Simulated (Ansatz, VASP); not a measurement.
## PtSe2 (Sudovikovite) in two plane-wave programs

Aim: how closely do two programs agree when they are given the same cell, functional and k mesh? The cell is taken from a series of runs on this material, whose earlier steps may have relaxed, scaled, displaced or heated it; both programs get it as it stands.

Calculated with Ansatz 0.2.0; plane waves, with VASP 6.6.1 beside it; relaxation of cell and atoms at PBEsol and relaxation of cell and atoms at PBE with D3(BJ).

## (1) Set-up

Symmetry: P-3m1, No. 164, trigonal system. Conventional cell: a = 3.760 Å, b = 3.760 Å, c = 4.862 Å, α = 90.00°, β = 90.00°, γ = 120.00°. Pt has 6 Se at 2.51 Å nearest. Nearest to Se lie 3 Pt at 2.51 Å. Farther neighbours and most contacts between anions are not listed.

## (2) VASP: relaxation of cell and atoms, PBEsol

The relaxed volume is the usual yardstick between codes: in a stiff, nearly cubic crystal its relative difference is about their pressure difference at one cell divided by the bulk modulus.

Lines of VASP's logs that name or quote its potential files are left out, and so is its time.

INCAR reads:

```
SYSTEM = PtSe2
PREC = Accurate
ENCUT = 500
EDIFF = 1E-07
NELM = 120
ISMEAR = 1
SIGMA = 0.2
LREAL = .FALSE.
ALGO = Normal
GGA = PS
NBANDS = 17
LASPH = .TRUE.
LORBIT = 11
LWAVE = .FALSE.
LCHARG = .FALSE.
ISIF = 3
IBRION = 2
NSW = 80
EDIFFG = -0.005
GGA_COMPAT = .FALSE.
NELMIN = 4
KPAR = 2
```

POSCAR reads:

```
PtSe2
1.0
    3.7603570000      0.0000000000      0.0000000000
   -1.8801780000      3.2565640000      0.0000000000
    0.0000000000      0.0000000000      4.8619150000
Pt Se
1 2
Direct
    0.0000000000      0.0000000000      0.0000000000
    0.3333332959      0.6666667690      0.2608367279
    0.6666664382      0.3333332310      0.7391630664
```

KPOINTS reads:

```
Automatic mesh
0
Gamma
15 15 8
0 0 0
```

Potentials, in the order of the species: Pt and Se (PBE family, release 64).

Command:

```bash
$ mpirun -np 2 vasp_std
```

Numbers of over 12 decimals in the logs are rounded to 6 here.

What it wrote:

```text
[banner, memory and clock lines left out]
running    2 mpi-ranks, on    1 nodes
 distrk:  each k-point on    1 cores,    2 groups
 distr:  one band on    1 cores,    1 groups

 POSCAR found type information on POSCAR PtSe
 POSCAR found :  2 types and       3 ions
|                                                                             |
|               ----> ADVICE to this user running VASP <----                  |
|                                                                             |
|     You enforced a specific xc type in the INCAR file but a different       |
|     [... a line on the potential file left out ...]
|     I HOPE YOU KNOW WHAT YOU ARE DOING!                                     |
|                                                                             |

 LDA part: xc-table for (Slater+PW92), standard interpolation
 POSCAR, INCAR and KPOINTS ok, starting setup
 FFT: planning ... GRIDC
 FFT: planning ... GRID_SOFT
 FFT: planning ... GRID
 WAVECAR not read
 entering main loop
       N       E                     dE             d eps       ncg     rms          rms(c)
DAV:   1     0.105834047485E+03    0.10583E+03   -0.99435E+03  6624   0.110E+03
DAV:   2    -0.120924683387E+02   -0.11793E+03   -0.11444E+03  8233   0.215E+02
DAV:   3    -0.167015498107E+02   -0.46091E+01   -0.45586E+01  7784   0.434E+01
DAV:   4    -0.167358391049E+02   -0.34289E-01   -0.34274E-01  8394   0.405E+00
DAV:   5    -0.167361724998E+02   -0.33339E-03   -0.33338E-03  8152   0.380E-01    0.127E+01
DAV:   6    -0.161582795768E+02    0.57789E+00   -0.48434E+00  6658   0.199E+01    0.779E+00
DAV:   7    -0.159319400826E+02    0.22634E+00   -0.90812E-01  6679   0.958E+00    0.382E+00
DAV:   8    -0.159088762334E+02    0.23064E-01   -0.63283E-02  7119   0.171E+00    0.837E-01
DAV:   9    -0.159057214337E+02    0.31548E-02   -0.77327E-03  7508   0.850E-01    0.205E-01
DAV:  10    -0.159057368230E+02   -0.15389E-04   -0.11923E-03  7493   0.217E-01    0.353E-02
DAV:  11    -0.159057359018E+02    0.92120E-06   -0.45588E-05  8488   0.572E-02    0.231E-02
DAV:  12    -0.159057354681E+02    0.43377E-06   -0.35245E-06  7215   0.143E-02    0.381E-03
DAV:  13    -0.159057354994E+02   -0.31383E-07   -0.55714E-07  8651   0.515E-03
   1 F= -.15905735E+02 E0= -.15906089E+02  d E =-.159057E+02
[...]
2 F= -.15905723E+02 E0= -.15906079E+02  d E =0.126566E-04
[...]
3 F= -.15905743E+02 E0= -.15906098E+02  d E =-.764539E-05
[...]
4 F= -.15905743E+02 E0= -.15906098E+02  d E =-.772373E-05
[...]
5 F= -.15905743E+02 E0= -.15906098E+02  d E =-.774501E-05
 curvature:  -0.15 expect dE=-0.874E-06 dE for cont linesearch -0.239E-08
 trial: gam= 0.14828 g(F)=  0.296E-05 g(S)=  0.281E-05 ort =-0.838E-06 (trialstep = 0.881E+00)
 search vector abs. value=  0.650E-05
 bond charge predicted
       N       E                     dE             d eps       ncg     rms          rms(c)
DAV:   1    -0.159057517902E+02   -0.85528E-05   -0.26522E-04  6542   0.110E-01    0.141E-02
DAV:   2    -0.159057485446E+02    0.32455E-05   -0.27638E-05  7154   0.492E-02    0.757E-03
DAV:   3    -0.159057476552E+02    0.88940E-06   -0.20139E-06  7549   0.142E-02    0.278E-03
DAV:   4    -0.159057475152E+02    0.14001E-06   -0.11688E-06  7039   0.581E-03    0.106E-03
DAV:   5    -0.159057475289E+02   -0.13710E-07   -0.22289E-08  3367   0.105E-03
   6 F= -.15905748E+02 E0= -.15906104E+02  d E =-.428448E-05
 trial-energy change:   -0.000004  1 .order   -0.000004   -0.000005   -0.000004
 step:   3.4228(harm=  3.4228)  dis= 0.00125  next Energy=   -15.905753 (dE=-0.966E-05)
 reached required accuracy - stopping structural energy minimisation
```

From OUTCAR (step 2):

```text
ion  position               nearest neighbor table
   1  0.000  0.000  0.000-   2 2.51   3 2.51   2 2.51   2 2.51   3 2.51   3 2.51
   2  0.333  0.667  0.261-   1 2.51   1 2.51   1 2.51
   3  0.667  0.333  0.739-   1 2.51   1 2.51   1 2.51

  LATTYP: Found a hexagonal cell.
 ALAT       =     3.7603570000
 C/A-ratio  =     1.2929397395

 Subroutine GETGRP returns: Found 12 space group operations
 (whereof 12 operations were pure point group operations)

The static configuration has the point symmetry D_3d.

 Found    192 irreducible k-points:

   k-points           NKPTS =    192   k-points in BZ     NKDIM =    192   number of bands    NBANDS=     17

   dimension x,y,z NGX =    28 NGY =   28 NGZ =   36
   dimension x,y,z NGXF=    56 NGYF=   56 NGZF=   72

   ENCUT  =  500.0 eV  36.75 Ry    6.06 a.u.   6.86  6.86  8.86*2*pi/ulx,y,z

   NELECT =      22.0000    total number of electrons

 k-points in reciprocal lattice and weights: Automatic mesh
   0.00000000  0.00000000  0.00000000       0.001
   0.06666667  0.00000000  0.00000000       0.003
   0.13333333  0.00000000  0.00000000       0.003
   0.20000000  0.00000000  0.00000000       0.003
   0.26666667  0.00000000  0.00000000       0.003
   0.33333333  0.00000000  0.00000000       0.003
   0.40000000  0.00000000  0.00000000       0.003
   0.46666667 -0.00000000  0.00000000       0.003
   0.06666667  0.06666667  0.00000000       0.003
[...]
0.33333333  0.26666667  0.50000000       0.007
   0.33333333  0.33333333  0.50000000       0.001

 average (electrostatic) potential at core
       1 -68.2544       2 -52.5190       3 -52.5190

 E-fermi :   6.5535

 k-point     1 :       0.0000    0.0000    0.0000
  band No.  band energies     occupation
    ...
      6       2.7051      2.00000
      7       2.7051      2.00000
      8       4.0856      2.00000
      9       5.5414      2.00000
     10       5.5414      2.00000
     11       7.3059     -0.00000
     12       7.7506     -0.00000
     13       7.7506     -0.00000
     14       9.8291     -0.00000
     15      10.6158      0.00000
    ...

 k-point     2 :       0.0667    0.0000    0.0000
  band No.  band energies     occupation
    ...
      6       2.6407      2.00000
      7       2.6689      2.00000
      8       3.9796      2.00000
      9       5.3220      2.00000
     10       5.4717      2.00000
     11       6.9289     -0.02331
     12       7.8006     -0.00000
     13       7.9265     -0.00000
     14      10.1980     -0.00000
     15      10.9197      0.00000
    ...

 k-point     3 :       0.1333    0.0000    0.0000
  band No.  band energies     occupation
    ...
      7       2.5766      2.00000
      8       3.6620      2.00000
      9       4.9342      2.00000
     10       5.2651      2.00000
     11       6.3241      2.06885
     12       7.9517     -0.00000
     13       8.0871     -0.00000
     14      10.9293      0.00000
     15      11.6358      0.00000
     16      13.2685      0.00000
    ...

  Total       -0.0046475     -0.0046475     -0.0098661     -0.0000000      0.0000000      0.0000000
  in kB       -0.1250308     -0.1250308     -0.2654237     -0.0000000      0.0000000      0.0000000
  external PRESSURE =      -0.1718284 kB  Pullay stress =       0.0000000 kB

  energy-cutoff  :      500.00
  volume of cell :       59.55
      direct lattice vectors                 reciprocal lattice vectors
     3.760863215  0.000000000  0.000000000     0.265896403  0.153515351 -0.000000000
    -1.880431108  3.257002395 -0.000000000    -0.000000000  0.307030784  0.000000000
     0.000000000 -0.000000000  4.861945355    -0.000000000  0.000000000  0.205678988

 POSITION                                       TOTAL-FORCE (eV/Angst)
 -----------------------------------------------------------------------------------
      3.76086      0.00000      0.00000        -0.000000      0.000000      0.000000
      0.00000      2.17134      1.26876         0.000000     -0.000000      0.003693
      1.88043      1.08567      3.59318        -0.000000      0.000000     -0.003693
 -----------------------------------------------------------------------------------
    total drift:                                0.000311     -0.000000      0.000330

  FREE ENERGIE OF THE ION-ELECTRON SYSTEM (eV)
  ---------------------------------------------------
  free  energy   TOTEN  =       -15.9057475289 eV

  energy  without entropy=      -15.9068183321  energy(sigma->0) =      -15.90610446

 reached required accuracy - stopping structural energy minimisation

 total charge
# of ion       s       p       d       tot
------------------------------------------
    1        0.675   0.688   8.033   9.395
    2        1.488   2.209   0.071   3.768
    3        1.488   2.209   0.071   3.768
--------------------------------------------------
tot          3.651   5.106   8.176  16.932

[... 3 further parts left out ...]
```

CONTCAR:

```
PtSe2
   1.00000000000000
     3.7608632152832926    0.0000000000776990    0.0000000000000000
    -1.8804311075070472    3.2570023949779436   -0.0000000000000000
     0.0000000000000000   -0.0000000000000000    4.8619453547464886
  Pt              Se
     1     2
Direct
     1.0000000000000000    0.0000000000000000    0.0000000000000000
     0.3333332958999975    0.6666667690000025    0.2609576446933459
     0.6666664381999965    0.3333332309999975    0.7390421496066567
```

The run keeps the 12 symmetry operations of its start, so it cannot find a distortion of lower symmetry.

## (3) Ansatz: relaxation of cell and atoms, PBEsol

Ansatz runs on its PAW soft_1 files.

The same cell, functional, mesh and smearing now go to Ansatz, which takes its cutoff from its data sets.

input.yaml reads:

```yaml
crystal:
  lattice:
    - [3.760356587, 0.0, 0.0]
    - [-1.8801782935, 3.2565643317, 0.0]
    - [0.0, 0.0, 4.8619145684]
  atoms:
    - { symbol: Pt, position: [0.0, 0.0, 0.0] }
    - { symbol: Se, position: [0.3333333333, 0.6666666667, 0.2608367879] }
    - { symbol: Se, position: [0.6666666667, 0.3333333333, 0.7391632121] }
kpoints:
  mp_grid: { grid: [15, 15, 8] }
hamiltonian:
  xc: pbesol
  pseudopotentials: { kind: paw, azcp: { folder: soft_1 }, xc_functional: pbe }
scf:
  occupations: { method: methfessel_paxton, width: 0.2 }
output:
  forces: true
  stress: true
  eigenvalues: true
relax:
  adjacent_minimum: "off"
  f_tol: 0.001
  max_steps: 60
  cell: { stress_tol: 0.01 }
```

Command:

```bash
$ ansatz run input.yaml --threads 8 --pin off --max-ram 16384MiB --backend cpu --events-out ev --progress --plain --runs-dir out
```

What it wrote:

```text
Engine: ansatz 0.2.0, aarch64-unknown-linux-gnu
Pseudopotentials: kind: paw
Pseudopotential: Pt, paw, valence charge 18, recommended cutoff 420 eV (normal), soft_1/Pt.paw.azcp
Pseudopotential: Se, paw, valence charge 16, recommended cutoff 420 eV (normal), soft_1/Se.paw.azcp
Functional definition: PBEsol
  exchange = pbesol_x
  correlation = pbesol_c
Crystal: 3 atoms, lattice volume = 59.538 Å³
Basis set: ecut = 420 eV, 1169 PW (Γ), exchange–correlation on 54×54×72 points (8 copies of the dense FFT grid, shifted against one another)
Bands: 30, of which v1, the nominal top of the filled ones, is band 25 counted from 1 (24 counted from 0)
Symmetry: 12 space group operations
Space group: P-3m1 (ITA 164), of the structure as read, at distance tolerance 3.9e-5 Å
k-points: 192 of 1800
Non-local potential: Pt, projectors of the file, l = 0: 3, l = 1: 2, l = 2: 2, l = 3: 1
Non-local potential: Se, projectors of the file, l = 0: 2, l = 1: 2, l = 2: 3, l = 3: 1
PAW form: soft (Blöchl's): semilocal exchange-correlation on the pseudo side does not see the compensation charge
PAW frozen core: Pt, regenerated for the run's functional, and the local potential with it (the file was generated under x = pbe(κ = 0.804, μ = 0.219515), c = pbe(β = 0.066725))
PAW frozen core: Se, regenerated for the run's functional, and the local potential with it (the file was generated under x = pbe(κ = 0.804, μ = 0.219515), c = pbe(β = 0.066725))
PAW one-centre angular grid: Pt, 590 points (default); XC on 64 Gauss nodes
PAW one-centre angular grid: Se, 590 points (default); XC on 64 Gauss nodes
Initial density: superposition of atomic densities (chi_scale 0.1, normalization cell, long waves kept (reshape's long-wave potential 0.01 eV rms))
Initial wavefunctions: pseudopotential atomic-orbital guess
Functional: x = pbesol(κ = 0.804, μ = 0.123457), c = pbesol(β = 0.046)
SCF iter   1: F=—  HF=-23235.274663 eV  |F-HF|=—  |Δ(HF+E_count)|=         —  Δρ=5.05e-2  dr2=7.85e-1  ethr=3.10e-3  ⟨swp⟩=5.0  Hψ=20941  notcnv=0
preconditioner: auto → Kerker (q_TF=auto, 2.650 Å⁻¹)  [metal: Δε(μ)=0.037 eV  Ē_g=10.071 eV  σ=0.200 eV  W_gap=0.15  n_scr=22 (ndim 8)  ℏωp=22.6 eV  f_vac=0.009  D(μ)=0.61/eV (n_scr^D=2)]
SCF iter   2: F=—  HF=-23235.114052 eV  |F-HF|=—  |Δ(HF+E_count)|=   1.61e-1  S|Δr|=    0.00e0  Δρ=2.50e-2  dr2=2.28e-1  ethr=1.57e-3  ⟨swp⟩=2.0  Hψ=8112  notcnv=0  defer=66
SCF iter   3: F=—  HF=-23235.061628 eV  |F-HF|=—  |Δ(HF+E_count)|=   5.24e-2  S|Δr|=    0.00e0  Δρ=8.58e-3  dr2=4.01e-2  ethr=4.55e-4  ⟨swp⟩=2.0  Hψ=6441  notcnv=0  defer=66
SCF iter   4: F=—  HF=-23235.052352 eV  |F-HF|=—  |Δ(HF+E_count)|=   9.28e-3  S|Δr|=    0.00e0  Δρ=1.50e-3  dr2=3.52e-3  ethr=8.01e-5  ⟨swp⟩=3.0  Hψ=10574  notcnv=0  defer=66
SCF iter   5: F=—  HF=-23235.051871 eV  |F-HF|=—  |Δ(HF+E_count)|=   4.82e-4  S|Δr|=    0.00e0  Δρ=8.26e-4  dr2=8.76e-4  ethr=7.03e-6  ⟨swp⟩=2.0  Hψ=9719  notcnv=0  defer=66
SCF iter   6: F=—  HF=-23235.051596 eV  |F-HF|=—  |Δ(HF+E_count)|=   2.75e-4  S|Δr|=    0.00e0  Δρ=2.97e-4  dr2=1.01e-4  ethr=1.75e-6  ⟨swp⟩=2.0  Hψ=9728  notcnv=0  defer=66
SCF iter   7: F=—  HF=-23235.051595 eV  |F-HF|=—  |Δ(HF+E_count)|=   1.18e-6  S|Δr|=    0.00e0  Δρ=6.55e-5  dr2=4.01e-6  ethr=2.02e-7  ⟨swp⟩=2.0  Hψ=7538  notcnv=0  defer=66
SCF iter   8: F=—  HF=-23235.051604 eV  |F-HF|=—  |Δ(HF+E_count)|=   9.04e-6  S|Δr|=    0.00e0  Δρ=3.07e-5  dr2=8.78e-7  ethr=8.02e-9  ⟨swp⟩=2.0  Hψ=9797  notcnv=0  defer=66
SCF iter   9: F=—  HF=-23235.051604 eV  |F-HF|=—  |Δ(HF+E_count)|=   1.39e-7  S|Δr|=    0.00e0  Δρ=1.21e-5  dr2=1.00e-7  ethr=1.76e-9  ⟨swp⟩=2.0  Hψ=7546  notcnv=0  defer=66
SCF iter  10: F=-23235.051604 eV  HF=-23235.051604 eV  |F-HF|=1.70e-9  |Δ(HF+E_count)|=   2.01e-8  S|Δr|=    0.00e0  Δρ=5.04e-6  dr2=1.32e-8  ethr=2.00e-10  ⟨swp⟩=5.8  Hψ=22181  notcnv=0
the search or the solves at the SCF's close seem to have found levels that the self-consistency loop had missed (the run counts 1). By its estimate they hold under 1e-12 electrons; where the run keeps them, the occupations were computed again with them
SCF 1 converged in 10 iterations: F = -23235.051604 eV  dr2 = 1.32e-8
  greatest PAW one-centre occupation: 1.000 electrons in one spin orbital (limit 2), on the Pt atom at site 0 (counted from 0), in its partial waves of l = 0
relax step   1: F+E_penalty+E_count = -23235.05160382 eV  Δ(F+E_penalty+E_count) = +0.000e0 eV  max|allowed force component| = 8.123e-5 eV/Å  Δτ_max = 0.0000 Å  P = -0.022 GPa  Ω = 59.538 Å³  (10 SCF iters, dr2 threshold 1.00e-7 eV, accepted)
[...]
relax step   2: F+E_penalty+E_count = -23235.05161415 eV  Δ(F+E_penalty+E_count) = -1.033e-5 eV  max|allowed force component| = 1.322e-3 eV/Å  Δτ_max = 0.0007 Å  P = +0.017 GPa  Ω = 59.498 Å³  energy of the carried Pulay correction = +1.010e-5 eV  (4 SCF iters, dr2 threshold 1.26e-9 eV, accepted)
[...]
relax step   3: F+E_penalty+E_count = -23235.05161148 eV  Δ(F+E_penalty+E_count) = +2.663e-6 eV  max|allowed force component| = 1.728e-4 eV/Å  Δτ_max = 0.0003 Å  P = +0.000 GPa  Ω = 59.514 Å³  energy of the carried Pulay correction = +5.907e-6 eV  (4 SCF iters, dr2 threshold 1.66e-9 eV, accepted)
[...]
relax step   4: F+E_penalty+E_count = -23235.05160619 eV  Δ(F+E_penalty+E_count) = +5.295e-6 eV  max|allowed force component| = 1.731e-4 eV/Å  Δτ_max = 0.0000 Å  P = +0.000 GPa  Ω = 59.514 Å³  stress off target by 4.54e-3 GPa  SCF on the basis re-selected at this cell (its energy is not comparable with the rows above)  (5 SCF iters)
basis re-selected at this cell: Δ(F+E_penalty+E_count) = +5.295e-6 eV, ΔP = +0.000 GPa vs the last step (what re-selecting the basis moved, of the pressure what is left beyond the Pulay correction that the steps carried, after the strain that the cell walked since its last selection, with what the two solves' SCF thresholds leave and, on support functions, any second-order correction that the steps lacked; it is no m [...]
SCF converged after 5 iterations
Stability not checked: this state was not tested for a lower state beside it, because cold or Methfessel-Paxton smearing, or corrected tetrahedra, fill the levels in a way that the test cannot read (fill_not_monotonic; see scf.lower_state_search)
Free energy (F): -23235.051606 eV
Harris-Foulkes:  -23235.051606 eV  (|F-HF|=0.00e0)
Internal energy: -23235.052723 eV  (E = F + TS)
E sigma→0 (E₀):  -23235.051886 eV
Entropy (-TS):   0.001117 eV (0.372 meV/atom)
Fermi energy:    13.145799 eV
--- Per-component energies (eV) ---
  E_band       = -964.092858
  E_kinetic    = 817.780777
  E_local      = -6951.999722  (includes V_loc(G=0)·N_el)
  E_nonlocal   = -497.286502
  E_hartree    = 3409.920837
  E_xc         = -400.374905
  E_vxc        = -451.925759  (∫ρ·V_xc dr)
  E_paw        = -13519.383173  (= ΣΔE_a)
  E_vpaw       = -700.503678  (= ΣTr[D̂ρ^β])
  E_aug_tail   = 0.000358  (compensation charges beyond the density's cutoff)
  E_ewald      = -6096.014329
  E_core_change = 2.303935  (= ΣΔE_core)
  E_smearing   = 0.001117  (= −TS)
  E_closure    = 0.000000  (closes the sum)
  Σ components = -23235.051606   (vs F -23235.051606, Δ=0.00e0)
--- Forces (eV/Å), atoms counted from 1 ---
  atom   1  Pt    -0.00000000     0.00000000     0.00000000
  atom   2  Se    -0.00000000    -0.00000000    -0.00017307
  atom   3  Se     0.00000000     0.00000000     0.00017307
  max |Σ_I F_I| component: 4.21e-30 eV/Å
--- Stress (GPa, compression-positive) ---
        0.002612       0.000000      -0.000000
        0.000000       0.002612       0.000000
       -0.000000       0.000000      -0.004545
  P = ⅓ Tr σ = 0.0002 GPa (0.002 kbar)
--- Band table (eV; the first three rows and the last of 192) ---
  k-point 0: bands = [... 21 lower, 10.6729, 12.1278, 12.1278, 13.8900, 14.3412, 14.3412, 16.4207, 17.2076, ... 1 higher]
  k-point 1: bands = [... 21 lower, 10.6618, 12.0146, 12.0146, 13.4275, 14.5148, 14.5148, 16.5871, 17.6485, ... 1 higher]
  k-point 2: bands = [... 21 lower, 10.6074, 11.7781, 11.7781, 12.5143, 14.9165, 14.9165, 17.0548, 18.4989, ... 1 higher]
  k-point 191: bands = [... 21 lower, 8.7913, 9.6460, 10.6651, 10.6651, 15.4313, 15.4313, 19.7272, 20.6625, ... 1 higher]
--- Relaxed structure (3 steps of the walk, 3 accepted, 1 SCFs on fresh bases) ---
  F+E_penalty+E_count = -23235.05160619 eV   max|allowed force component| = 1.731e-4 eV/Å   (the final SCF, on the basis selected at the relaxed cell)
  cell:  # Å, volume = 59.5142 Å³
    - [3.760135, 0, 0]
    - [-1.880067, 3.256372, 0]
    - [-1.2439945613817317e-19, 0.0, 4.860521]
  atoms:
    - { symbol: Pt, position: [0, 0, 0.0] }
    - { symbol: Se, position: [0.333333, 0.666667, 0.260921] }
    - { symbol: Se, position: [0.666667, 0.333333, 0.739079] }
```

## (4) Side by side

Known differences besides the potentials themselves: the data sets hold 50 valence electrons in Ansatz (on its PAW soft_1 files) and 22 in VASP; the cutoff is 420 eV in Ansatz and 500 eV in VASP; Ansatz makes its cores anew for this functional, VASP keeps those of its PBE data sets; Ansatz adds a Pulay correction to the stress that steers its cell, VASP none. Total energies have different zeros and are not compared.

Both answers:

```tsv
quantity	Ansatz	VASP	difference
volume (Å³)	59.51	59.55	-0.07 %
edge a after relaxation, in the typed setting (Å)	3.760	3.761	-0.02 %
edge c after relaxation, in the typed setting (Å)	4.861	4.862	-0.03 %
```

[end of part 1 of 2]

[Lines on the potential files, build, host, timing and source positions are cut from VASP's logs without a mark.]

[Logs are printed without paths, hosts, clocks, repeated set-up lines and the standing remarks that a program may print on its own settings, such as how far it seeks lower states.]

[Hosts, paths, dates, database ids (printed as entryN), source tags and the programs' standing remarks are cut or masked in the printed files.]
